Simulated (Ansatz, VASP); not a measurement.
# Cross-check of HfO2 between VASP and Ansatz, part 2 of 3

One calculation is typed for both programs; each brings its own data sets. How far apart do they land? The cell is generated by rule, not measured, and may not be a known phase. The cell is taken from a series of runs on this material, whose earlier steps may have relaxed, scaled, displaced or heated it; both programs get it as it stands.

VASP 6.6.1 and Ansatz 0.2.0.

So far: Set-up; VASP: zone-centre phonons, LDA.

## 2. VASP: zone-centre phonons, LDA (continued)

Level of this step: LDA; plane waves and PAW (Hf_pv, O); invented cell (VASP).

OUTCAR, selected parts (step 2):

```text
ion  position               nearest neighbor table
   1  0.500  0.500  0.500-   5 2.05   6 2.05   6 2.05   5 2.05   4 2.33   3 2.33   3 2.33   4 2.33
                             2 3.57   2 3.57   2 3.57   2 3.57   2 3.57   2 3.57   2 3.57   2 3.57
   2  0.000  0.000  0.000-   3 2.05   4 2.05   3 2.05   4 2.05   5 2.33   5 2.33   6 2.33   6 2.33
                             1 3.57   1 3.57   1 3.57   1 3.57   1 3.57   1 3.57   1 3.57   1 3.57
   3  0.000  0.500  0.796-   2 2.05   2 2.05   1 2.33   1 2.33
   4  0.500  0.000  0.204-   2 2.05   2 2.05   1 2.33   1 2.33
   5  0.000  0.500  0.296-   1 2.05   1 2.05   2 2.33   2 2.33
   6  0.500  0.000  0.704-   1 2.05   1 2.05   2 2.33   2 2.33

  LATTYP: Found a simple tetragonal cell.
 ALAT       =     3.5373927002
 C/A-ratio  =     1.4426962734

 Subroutine GETGRP returns: Found 16 space group operations
 (whereof  8 operations were pure point group operations)

The static configuration has the point symmetry D_2d.
 The point group associated with its full space group is D_4h.

 Found     40 irreducible k-points:

   k-points           NKPTS =     40   k-points in BZ     NKDIM =     40   number of bands    NBANDS=     28

   dimension x,y,z NGX =    28 NGY =   28 NGZ =   42
   dimension x,y,z NGXF=    56 NGYF=   56 NGZF=   84

   ENCUT  =  600.0 eV  44.10 Ry    6.64 a.u.   7.07  7.07 10.19*2*pi/ulx,y,z

   NELECT =      44.0000    total number of electrons

 k-points in reciprocal lattice and weights: Automatic mesh
   0.00000000  0.00000000  0.00000000       0.005
   0.16666667  0.00000000  0.00000000       0.019
   0.33333333  0.00000000  0.00000000       0.019
   0.50000000  0.00000000  0.00000000       0.009
   0.16666667  0.16666667  0.00000000       0.019
   0.33333333  0.16666667  0.00000000       0.037
   0.50000000  0.16666667  0.00000000       0.019
   0.33333333  0.33333333  0.00000000       0.019
   0.50000000  0.33333333  0.00000000       0.019
[...]
0.50000000  0.33333333  0.50000000       0.019
   0.50000000  0.50000000  0.50000000       0.005

 average (electrostatic) potential at core
       1 -37.2347       2 -37.2347       3 -70.6740       4 -70.6740       5 -70.6740
       6 -70.6740

[...]
2     0.00000    -3.38240     0.00000
    3     0.00000     0.00000    -2.44828

 Eigenvectors and eigenvalues of the dynamical matrix
 ----------------------------------------------------

   1 f  =   20.295075 THz   127.517716 2PiTHz  676.970825 cm-1    83.933647 meV
             X         Y         Z           dx          dy          dz
      1.768696  1.768696  2.551692     0.012733    0.069848   -0.000000
      0.000000  0.000000  0.000000    -0.012733   -0.069848   -0.000000
      0.000000  1.768696  4.064370     0.006632    0.691170   -0.000000
      1.768696  0.000000  1.039013     0.125999    0.036380    0.000000
      0.000000  1.768696  1.512679    -0.125999   -0.036380    0.000000
      1.768696  0.000000  3.590704    -0.006632   -0.691170   -0.000000

   2 f  =   20.295075 THz   127.517716 2PiTHz  676.970825 cm-1    83.933647 meV
             X         Y         Z           dx          dy          dz
      1.768696  1.768696  2.551692    -0.069848    0.012733   -0.000000
      0.000000  0.000000  0.000000     0.069848   -0.012733    0.000000
      0.000000  1.768696  4.064370    -0.036380    0.125999   -0.000000
      1.768696  0.000000  1.039013    -0.691170    0.006632    0.000000
      0.000000  1.768696  1.512679     0.691170   -0.006632   -0.000000
      1.768696  0.000000  3.590704     0.036380   -0.125999   -0.000000

   3 f  =   20.073649 THz   126.126458 2PiTHz  669.584865 cm-1    83.017905 meV
             X         Y         Z           dx          dy          dz
      1.768696  1.768696  2.551692    -0.000000   -0.000000   -0.000000
      0.000000  0.000000  0.000000     0.000000    0.000000    0.000000
      0.000000  1.768696  4.064370     0.000000   -0.000000   -0.500000
      1.768696  0.000000  1.039013    -0.000000   -0.000000    0.500000
      0.000000  1.768696  1.512679     0.000000    0.000000    0.500000
      1.768696  0.000000  3.590704    -0.000000    0.000000   -0.500000

   4 f  =   18.161495 THz   114.112037 2PiTHz  605.802256 cm-1    75.109873 meV
             X         Y         Z           dx          dy          dz
      1.768696  1.768696  2.551692    -0.000000   -0.000000    0.125161
      0.000000  0.000000  0.000000     0.000000    0.000000   -0.125161
      0.000000  1.768696  4.064370    -0.000000   -0.000000    0.492105
      1.768696  0.000000  1.039013     0.000000   -0.000000    0.492105
      0.000000  1.768696  1.512679    -0.000000    0.000000   -0.492105
      1.768696  0.000000  3.590704     0.000000   -0.000000   -0.492105

   5 f  =   13.944574 THz    87.616345 2PiTHz  465.140936 cm-1    57.670100 meV
             X         Y         Z           dx          dy          dz
      1.768696  1.768696  2.551692    -0.047212   -0.173744    0.000000
      0.000000  0.000000  0.000000    -0.047212   -0.173744    0.000000
      0.000000  1.768696  4.064370    -0.020308    0.655627   -0.000000
      1.768696  0.000000  1.039013     0.178154   -0.074736    0.000000
      0.000000  1.768696  1.512679     0.178154   -0.074736    0.000000
      1.768696  0.000000  3.590704    -0.020308    0.655627   -0.000000

   6 f  =   13.944574 THz    87.616345 2PiTHz  465.140936 cm-1    57.670100 meV
             X         Y         Z           dx          dy          dz
      1.768696  1.768696  2.551692    -0.173744    0.047212   -0.000000
      0.000000  0.000000  0.000000    -0.173744    0.047212    0.000000
      0.000000  1.768696  4.064370    -0.074736   -0.178154   -0.000000
      1.768696  0.000000  1.039013     0.655627    0.020308    0.000000
      0.000000  1.768696  1.512679     0.655627    0.020308   -0.000000
      1.768696  0.000000  3.590704    -0.074736   -0.178154    0.000000

   7 f  =   13.849384 THz    87.018244 2PiTHz  461.965715 cm-1    57.276423 meV
             X         Y         Z           dx          dy          dz
      1.768696  1.768696  2.551692     0.001185   -0.053223   -0.000000
      0.000000  0.000000  0.000000    -0.001185    0.053223    0.000000
      0.000000  1.768696  4.064370     0.015663    0.042415    0.000000
      1.768696  0.000000  1.039013    -0.000944   -0.703648    0.000000
      0.000000  1.768696  1.512679     0.000944    0.703648    0.000000
      1.768696  0.000000  3.590704    -0.015663   -0.042415   -0.000000

   8 f  =   13.849384 THz    87.018244 2PiTHz  461.965715 cm-1    57.276423 meV
             X         Y         Z           dx          dy          dz
      1.768696  1.768696  2.551692     0.053223    0.001185   -0.000000
      0.000000  0.000000  0.000000    -0.053223   -0.001185    0.000000
      0.000000  1.768696  4.064370     0.703648   -0.000944   -0.000000
      1.768696  0.000000  1.039013    -0.042415    0.015663    0.000000
      0.000000  1.768696  1.512679     0.042415   -0.015663   -0.000000
      1.768696  0.000000  3.590704    -0.703648    0.000944    0.000000

   9 f  =    9.616459 THz    60.421995 2PiTHz  320.770551 cm-1    39.770462 meV
             X         Y         Z           dx          dy          dz
      1.768696  1.768696  2.551692     0.000000   -0.000000    0.275699
      0.000000  0.000000  0.000000     0.000000    0.000000    0.275699
      0.000000  1.768696  4.064370    -0.000000   -0.000000   -0.460429
      1.768696  0.000000  1.039013    -0.000000   -0.000000   -0.460429
      0.000000  1.768696  1.512679    -0.000000   -0.000000   -0.460429
      1.768696  0.000000  3.590704     0.000000    0.000000   -0.460429

  10 f  =    8.749455 THz    54.974447 2PiTHz  291.850404 cm-1    36.184822 meV
             X         Y         Z           dx          dy          dz
      1.768696  1.768696  2.551692    -0.000000    0.000000   -0.000000
      0.000000  0.000000  0.000000    -0.000000    0.000000    0.000000
      0.000000  1.768696  4.064370     0.000000   -0.000000    0.500000
      1.768696  0.000000  1.039013     0.000000    0.000000   -0.500000
      0.000000  1.768696  1.512679     0.000000    0.000000    0.500000
      1.768696  0.000000  3.590704    -0.000000   -0.000000   -0.500000

  11 f  =    6.922540 THz    43.495600 2PiTHz  230.911072 cm-1    28.629311 meV
             X         Y         Z           dx          dy          dz
      1.768696  1.768696  2.551692     0.000000   -0.000000   -0.695942
      0.000000  0.000000  0.000000     0.000000   -0.000000    0.695942
      0.000000  1.768696  4.064370    -0.000000    0.000000    0.088502
      1.768696  0.000000  1.039013    -0.000000   -0.000000    0.088502
      0.000000  1.768696  1.512679    -0.000000   -0.000000   -0.088502
      1.768696  0.000000  3.590704     0.000000    0.000000   -0.088502

  12 f  =    3.141352 THz    19.737698 2PiTHz  104.784228 cm-1    12.991583 meV
             X         Y         Z           dx          dy          dz
      1.768696  1.768696  2.551692    -0.439900    0.546455   -0.000000
      0.000000  0.000000  0.000000     0.439900   -0.546455   -0.000000
      0.000000  1.768696  4.064370     0.035840   -0.052880   -0.000000
      1.768696  0.000000  1.039013     0.042569   -0.044521   -0.000000
      0.000000  1.768696  1.512679    -0.042569    0.044521   -0.000000
      1.768696  0.000000  3.590704    -0.035840    0.052880   -0.000000

  13 f  =    3.141352 THz    19.737698 2PiTHz  104.784228 cm-1    12.991583 meV
             X         Y         Z           dx          dy          dz
      1.768696  1.768696  2.551692    -0.546455   -0.439900   -0.000000
      0.000000  0.000000  0.000000     0.546455    0.439900    0.000000
      0.000000  1.768696  4.064370     0.044521    0.042569    0.000000
      1.768696  0.000000  1.039013     0.052880    0.035840   -0.000000
      0.000000  1.768696  1.512679    -0.052880   -0.035840    0.000000
      1.768696  0.000000  3.590704    -0.044521   -0.042569   -0.000000
    [... 43 further lines ...]
      0.000000  1.768696  1.512679     0.029070   -0.191205   -0.000000
      1.768696  0.000000  3.590704     0.028866   -0.192558   -0.000000

 MACROSCOPIC STATIC DIELECTRIC TENSOR IONIC CONTRIBUTION
 ------------------------------------------------------
          69.168908    -0.000000     0.000000
          -0.000000    69.168908     0.000000
           0.000000     0.000000    13.234376
 ------------------------------------------------------

 ELASTIC MODULI CONTR FROM IONIC RELAXATION (kBar)
 Direction    XX          YY          ZZ          XY          YZ          ZX
 --------------------------------------------------------------------------------
 XX        -783.8102    306.7833   -582.2345      0.0000     -0.0000      0.0000
 YY         306.7833   -783.8102   -582.2345      0.0000      0.0000     -0.0000
 ZZ        -582.2345   -582.2345  -1421.2913      0.0000      0.0000     -0.0000
 XY           0.0000      0.0000      0.0000      0.0000      0.0000      0.0000
 YZ          -0.0000      0.0000      0.0000      0.0000   -679.9776      0.0000
 ZX           0.0000     -0.0000     -0.0000      0.0000      0.0000   -694.9034
 --------------------------------------------------------------------------------

 PIEZOELECTRIC TENSOR IONIC CONTR  for field in x, y, z        (C/m^2)
          XX          YY          ZZ          XY          YZ          ZX
  --------------------------------------------------------------------------------
  x    -0.00000    -0.00000    -0.00000     0.00000     0.00000    -0.00000
  y     0.00000    -0.00000    -0.00000     0.00000     0.00000    -0.00000
  z     0.00000    -0.00000     0.00000     0.00000    -0.00000    -0.00000
```

[end of part 2 of 3]

[Lines on the potential files, build, host, timing and source positions are cut from VASP's logs without a mark.]

[Logs are printed without paths, hosts, clocks, repeated set-up lines and the standing remarks that a program may print on its own settings, such as how far it seeks lower states.]

[Hosts, paths, dates, database ids (printed as entryN), source tags and the programs' standing remarks are cut or masked in the printed files.]
